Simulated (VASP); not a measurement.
Crystal: AlB2Sb3.

```xyz
12
Lattice="-1.7742 5.9786 2.9238 3.6265 -11.7959 5.5632 1.9459 5.9546 -2.7546" Properties=species:S:1:pos:R:3 pbc="T T T"
Al    3.5131   -5.8340    5.6553
Al    1.8773    0.0040    2.9639
B     0.1328    9.9002    0.2208
B     2.0103    3.9861    2.8802
B     3.7141   -9.6090    5.4740
B     1.8427   -3.7626    2.7612
Sb    0.0673    8.1699    1.6444
Sb    1.7809    2.2373    4.4074
Sb   -0.0307    3.8556    1.4718
Sb    1.7689   -2.1950    4.4168
Sb    0.1578   -0.0542    1.1007
Sb    1.8782   -5.9435    3.7786
```

The cell was built by a generator and needn't be a form met in nature.

* Program: VASP 6.6.1
* Task: relaxation of cell and atoms
* Functional: PBE
* Potentials or basis: VASP PAW PBE potentials, release 64 (Al, B, Sb)
* Cutoff: 520 eV
* k mesh: 6 × 6 × 6
* Occupations: gaussian, width 0.15 eV
* Spin: no spin polarisation

At the start: pressure 3.5 GPa; volume 21.32 Å³/atom.

Question: How do energy, volume and symmetry change on relaxing?

Answer: Over 17 steps the energy falls by 131.1 meV/atom and the volume is 21.95 Å³/atom (+3.0 %); space group Imm2 (No. 44, to 0.05 Å).

Step by step:
```tsv
step	energy change (eV)	largest force (eV/Å)	pressure (GPa)	volume (Å³)
1	0.0000	2.7654	3.50	255.82
2	-1.0280	1.1605	-2.46	273.29
3	-1.0645	1.2140	-1.76	269.96
4	-1.4503	0.5297	-0.40	264.30
5	-1.4728	0.4539	0.09	262.71
6	-1.5366	0.3185	0.17	262.58
7	-1.5449	0.2957	0.24	262.51
8	-1.5574	0.1399	-0.14	263.88
9	-1.5574	0.1463	-0.15	263.94
10	-1.5648	0.1141	-0.06	263.60
11	-1.5672	0.1207	0.05	263.27
12	-1.5709	0.0687	0.00	263.45
13	-1.5718	0.0657	-0.05	263.60
14	-1.5730	0.0414	0.04	263.29
15	-1.5730	0.0427	0.04	263.25
16	-1.5734	0.0332	-0.01	263.47
17	-1.5734	0.0255	-0.01	263.43
```

Final structure:
```
CELL_PARAMETERS angstrom
-1.95734 5.93795 2.83077
3.91647 -11.87713 5.66399
1.95876 5.93857 -2.83079
ATOMIC_POSITIONS crystal
Al 0.49669 0.99495 0.49436
Al 0.49422 0.49459 0.49334
B 0.82378 0.99332 0.82030
B 0.82227 0.49359 0.81958
B 0.16752 0.99364 0.16374
B 0.16570 0.49381 0.16287
Sb 0.95288 0.13000 0.67605
Sb 0.95055 0.62985 0.67542
Sb 0.58405 0.12979 0.30809
Sb 0.58230 0.62966 0.30715
Sb 0.19052 0.09160 0.99351
Sb 0.18846 0.59203 0.99334
```
